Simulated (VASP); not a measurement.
# RhN (Pm-3m) in VASP: a series of runs, part 2 of 2

VASP 6.6.1. The steps go on from the part before.

## Step 3: Relaxation of shape and atoms at fixed volume, PBE

The input, INCAR:

```
PREC     = Accurate       # precision mode
ENCUT    = 600            # plane-wave cutoff, eV
EDIFF    = 1E-6           # SCF threshold, eV
ISMEAR   = -1             # smearing method
SIGMA    = 0.05           # smearing width, eV
LREAL    = False          # projectors in reciprocal space
LASPH    = True           # aspherical terms in the spheres
NELM     = 60             # most SCF steps
ALGO     = Normal         # electronic algorithm
ISIF     = 4              # what is computed and relaxed
LWAVE    = False          # write WAVECAR
LCHARG   = False          # write CHGCAR
GGA      = PE             # functional
IBRION   = 2              # ionic algorithm
NSW      = 40             # ionic steps
EDIFFG   = -0.02          # ionic threshold
PSTRESS  = 0            
NELECT   = 19.9
```

The input, KPOINTS:

```
Automatic mesh
0
Gamma
  3 3 3
```

The input, POSCAR:

```
RhN
1.0
    2.6663967600      0.0000000000      0.0000000000
    0.0000000000      2.6663967600      0.0000000000
    0.0000000000      0.0000000000      2.6663967600
Rh N
1 1
Direct
    0.0000000000      0.0000000000      0.0000000000
    0.5000000000      0.5000000000      0.5000000000
```

Potentials or basis: VASP PAW PBE potentials, release 64 (Rh_pv, N).

Started as:

```console
cat potpaw_PBE.64/Rh_pv/POTCAR potpaw_PBE.64/N/POTCAR > POTCAR
mpirun -np 1 vasp_std > vasp.out
```

OUTCAR:

```text
PREC = Accurate
   ENCUT = 600
   EDIFF = 1E-6
   ISMEAR = -1
   LREAL = False
   LASPH = True
   NELM = 60
   ISIF = 4
   GGA = PE
   IBRION = 2
   NSW = 40
   EDIFFG = -0.02
   PSTRESS = 0
   NELECT = 19.9

 ion  position               nearest neighbor table
   1  0.000  0.000  0.000-   2 2.31   2 2.31   2 2.31   2 2.31   2 2.31   2 2.31   2 2.31   2 2.31

   2  0.500  0.500  0.500-   1 2.31   1 2.31   1 2.31   1 2.31   1 2.31   1 2.31   1 2.31   1 2.31

  LATTYP: Found a simple cubic cell.
 ALAT       =     2.6663967600

  Lattice vectors:

 A1 = (   2.6663967600,   0.0000000000,   0.0000000000)
 A2 = (   0.0000000000,   2.6663967600,   0.0000000000)
 A3 = (   0.0000000000,   0.0000000000,   2.6663967600)

Analysis of symmetry for initial positions (statically):
=====================================================================
 Subroutine PRICEL returns:
 Original cell was already a primitive cell.

 Routine SETGRP: Setting up the symmetry group for a
 simple cubic supercell.

 Subroutine GETGRP returns: Found 48 space group operations
 (whereof 48 operations were pure point group operations)
 out of a pool of 48 trial point group operations.

The static configuration has the point symmetry O_h .

Analysis of symmetry for dynamics (positions and initial velocities):
=====================================================================
 Subroutine PRICEL returns:
 Original cell was already a primitive cell.

 Routine SETGRP: Setting up the symmetry group for a
 simple cubic supercell.

 Subroutine GETGRP returns: Found 48 space group operations
 (whereof 48 operations were pure point group operations)
 out of a pool of 48 trial point group operations.

The dynamic configuration has the point symmetry O_h .

 Subroutine INISYM returns: Found 48 space group operations
 (whereof 48 operations are pure point group operations),
 and found     1 'primitive' translations

----------------------------------------------------------------------------------------

                                     Primitive cell

  volume of cell :      18.9572

  direct lattice vectors                    reciprocal lattice vectors
     2.666396760  0.000000000  0.000000000     0.375037959  0.000000000  0.000000000
     0.000000000  2.666396760  0.000000000     0.000000000  0.375037959  0.000000000
     0.000000000  0.000000000  2.666396760     0.000000000  0.000000000  0.375037959

  length of vectors
     2.666396760  2.666396760  2.666396760     0.375037959  0.375037959  0.375037959

  position of ions in fractional coordinates (direct lattice)
     0.000000000  0.000000000  0.000000000
     0.500000000  0.500000000  0.500000000

  ion indices of the primitive-cell ions
   primitive index   ion index
                 1           1
                 2           2

----------------------------------------------------------------------------------------

 KPOINTS: Automatic mesh

Automatic generation of k-mesh.
 Grid dimensions read from file:
 generate k-points for:    3    3    3

 Generating k-lattice:
[... 22 lines left out ...]
  0.333333  0.333333  0.333333      8.000000
   k-points           NKPTS =      4   k-points in BZ     NKDIM =      4   number of bands    NBANDS=     14
   number of dos      NEDOS =    301   number of ions     NIONS =      2
   total plane-waves  NPLWV =  13824
   dimension x,y,z NGX =    24 NGY =   24 NGZ =   24
   dimension x,y,z NGXF=    48 NGYF=   48 NGZF=   48
   ions per type =               1   1
   NGX,Y,Z   is equivalent  to a cutoff of  14.96, 14.96, 14.96 a.u.
   NGXF,Y,Z  is equivalent  to a cutoff of  29.93, 29.93, 29.93 a.u.
 SYSTEM =  unknown system
   PREC   = accura    normal or accurate (medium, high low for compatibility)
   ISTART =      0    job   : 0-new  1-cont  2-samecut
   ICHARG =      2    charge: 1-file 2-atom 10-const
   ISPIN  =      1    spin polarized calculation?
   LNONCOLLINEAR =      F non collinear calculations
   LSORBIT =      F    spin-orbit coupling
   LASPH  =      T    aspherical Exc in radial PAW
   ENCUT  =  600.0 eV  44.10 Ry    6.64 a.u.   5.33  5.33  5.33*2*pi/ulx,y,z
   NELM   =     60;   NELMIN=  2; NELMDL= -5     # of ELM steps
   EDIFF  = 0.1E-05   stopping-criterion for ELM
   LREAL  =      F    real-space projection
   EDIFFG = -.2E-01   stopping-criterion for IOM
   NSW    =     40    number of steps for IOM
   IBRION =      2    ionic relax: 0-MD 1-quasi-New 2-CG
   NFREE  =      1    steps in history (QN), initial steepest desc. (CG)
   ISIF   =      4    stress and relaxation
   ISYM   =      2    0-nonsym 1-usesym 2-fastsym
   POTIM  = 0.5000    time-step for ionic-motion
   TEBEG  =    0.0;   TEEND  =   0.0 temperature during run
   PSTRESS=    0.0 pullay stress
   NELECT =      19.9000    total number of electrons
   NUPDOWN=      -1.0000    fix difference up-down
   EMIN   =  10.00;   EMAX   =-10.00  energy-range for DOS
   EFERMI =   0.00;   METHOD = LEGACY
   ISMEAR =    -1;   SIGMA  =   0.05  broadening in eV -4-tet -1-fermi 0-gaus
   EFERMI_NEDOS =   21; number of points for ismear=-14 and -15
   IALGO  =     38    algorithm
   IMIX   =      4    mixing-type and parameters
     AMIX     =   0.40;   BMIX     =  1.00
     AMIX_MAG =   1.60;   BMIX_MAG =  1.00
  volume/ion in A,a.u.               =       9.48        63.96
  Fermi-wavevector in a.u.,A,eV,Ry     =   1.663800  3.144126 37.664055  2.768230
  Thomas-Fermi vector in A             =   2.750454
   LORBIT       =      0    0 simple, 1 ext, 2 COOP (PROOUT), +10 PAW based schemes
   GGA     = PE    functional components
   LHFCALC =     F    Hartree Fock is set to
   AEXX    =    0.0000 exact exchange contribution
   IVDW    =     0    specifies the selected vdW correction
   LEPSILON=     F    determine dielectric tensor
   LRPA    =     F    only Hartree local field effects (RPA)
 conjugate gradient relaxation of ions
 non-spin polarized calculation
  energy-cutoff  :      600.00
  volume of cell :       18.96
 maximum number of plane-waves:       638
 NGX is ok and might be reduce to    24
   NGX = 11   NGY = 11   NGZ = 11

 number of electron      19.8999999 magnetization

 Free energy of the ion-electron system (eV)
  ---------------------------------------------------
  ext. energy  EPLUGINS =         0.00000000
  ---------------------------------------------------
  free energy    TOTEN  =       -13.86621563 eV

  energy without entropy =      -13.82477599  energy(sigma->0) =      -13.84549581

 E-fermi :  11.4513     XC(G=0): -14.1456

 val. band max:       11.4203605175   @ k =   0.3333   0.3333   0.0000
 cond. band min:      11.5776106025   @ k =   0.3333   0.3333   0.0000
 fundamental gap:      0.1572500851
 Fermi energy:        11.4513477014

 k-point     1 :       0.0000    0.0000    0.0000
  band No.  band energies     occupation
      1     -35.0859      2.00000
      2     -35.0859      2.00000
      3     -35.0859      2.00000
      4      -5.6313      2.00000
      5       6.2859      2.00000
      6       6.2859      2.00000
      7       9.9639      2.00000
      8       9.9639      2.00000
      9       9.9639      2.00000
     10      11.0343      1.99952
     11      11.0343      1.99952
     12      11.0343      1.99952
     13      15.9641      0.00000
     14      29.2109      0.00000
[... 37 lines left out ...]
      1     -35.3515      2.00000
      2     -35.3398      2.00000
      3     -35.3398      2.00000
      4      -2.8054      2.00000
      5       4.5623      2.00000
      6       4.5623      2.00000
      7       6.7377      2.00000
      8      10.2756      2.00000
      9      10.2756      2.00000
     10      10.5695      2.00000
     11      13.8761      0.00000
     12      13.8761      0.00000
     13      19.8851      0.00000
     14      24.0648      0.00000

------------------------ aborting loop because EDIFF is reached ----------------------------------------

  FORCE on cell =-STRESS in cart. coord.  units (eV):
  Direction    XX          YY          ZZ          XY          YZ          ZX
  --------------------------------------------------------------------------------------
  -------------------------------------------------------------------------------------
  Total        0.4969949      0.4969949      0.4969949     -0.0000000     -0.0000000     -0.0000000
  in kB       42.0037636     42.0037636     42.0037636     -0.0000000     -0.0000000     -0.0000000
  external PRESSURE =      42.0037636 kB  Pullay stress =       0.0000000 kB

 VOLUME and BASIS-vectors are now :
 -----------------------------------------------------------------------------
  energy-cutoff  :      600.00
  volume of cell :       18.96
      direct lattice vectors                 reciprocal lattice vectors
     2.666396760  0.000000000  0.000000000     0.375037959  0.000000000  0.000000000
     0.000000000  2.666396760  0.000000000     0.000000000  0.375037959  0.000000000
     0.000000000  0.000000000  2.666396760     0.000000000  0.000000000  0.375037959

 POSITION                                       TOTAL-FORCE (eV/Angst)
 -----------------------------------------------------------------------------------
      0.00000      0.00000      0.00000         0.000000      0.000000      0.000000
      1.33320      1.33320      1.33320         0.000000      0.000000      0.000000
 -----------------------------------------------------------------------------------
    total drift:                                0.000000      0.000000     -0.000000

  FREE ENERGIE OF THE ION-ELECTRON SYSTEM (eV)
  ---------------------------------------------------
  free  energy   TOTEN  =       -13.8662156311 eV

  energy  without entropy=      -13.8247759919  energy(sigma->0) =      -13.84549581

 reached required accuracy - stopping structural energy minimisation
```

It took 2.3 s on 1 thread of Intel Xeon 6975P-C (Granite Rapids), shared host; peak memory 0.13 GiB.

These settings aren't checked as converged (typed here: ISIF = 4; k = 3 × 3 × 3; NELECT = 19.9): the numbers below hold their error.

What came out:

| Property | Result |
| --- | --- |
| Free energy | -13.8662 eV |
| Band gap on the k mesh | none (metal or under the smearing width) |

Caveat: the k mesh is coarse (spacing up to 0.79 Å⁻¹), so the values aren't converged; the cell is charged against a uniform background, so pressure and absolute levels hang on convention; the relaxation stopped at its first step, so nothing moved.
